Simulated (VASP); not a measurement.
The system is Y.

```
Y
1.0
     3.60000    0.00000    0.00000
    -1.80000    3.11769    0.00000
     0.00000    0.00000    5.62000
Y
2
Direct
  0.33333 0.66667 0.25000
  0.66667 0.33333 0.75000
```

The cell was built by a generator and needn't be a form met in nature.

```yaml
Program: VASP 6.6.1
Task: relaxation of cell and atoms
Functional: PBE
Potentials_or_basis: VASP PAW PBE potentials, release 64 (Y_sv)
Cutoff: 700 eV
k_mesh: 14 × 14 × 8
Occupations: methfessel-paxton, width 0.1 eV
Spin: no spin polarisation
```

At the start: pressure 1.6 GPa; volume 31.54 Å³/atom.

Task: Where does the relaxation end?

Result: Over 17 steps the energy falls by 6.1 meV/atom and the volume is 32.73 Å³/atom (+3.8 %); space group P6_3/mmc (No. 194, to 0.05 Å).

The path:
```csv
step,energy change (eV),largest force (eV/Å),pressure (GPa),volume (Å³)
1,0.0000,0.0000,1.61,63.08
2,-0.0116,0.0000,-0.33,66.02
3,-0.0122,0.0000,0.18,65.50
4,-0.0121,0.0000,-0.24,65.69
5,-0.0121,0.0000,0.02,65.59
6,-0.0121,0.0000,-0.12,65.64
7,-0.0123,0.0000,-0.14,65.42
8,-0.0110,0.0000,0.46,64.75
9,-0.0122,0.0000,0.51,65.26
10,-0.0123,0.0000,-0.20,65.38
11,-0.0122,0.0000,0.20,65.32
12,-0.0122,0.0000,0.04,65.34
13,-0.0122,0.0000,0.11,65.35
14,-0.0122,0.0000,0.06,65.36
15,-0.0122,0.0000,0.06,65.37
16,-0.0123,0.0000,-0.04,65.49
17,-0.0123,0.0000,0.01,65.47
```

Final structure:
```xyz
2
Lattice="3.6531 0.0000 0.0000 -1.8265 3.1636 0.0000 0.0000 0.0000 5.6647" Properties=species:S:1:pos:R:3 pbc="T T T"
Y     0.0000    2.1091    1.4162
Y     1.8265    1.0545    4.2485
```
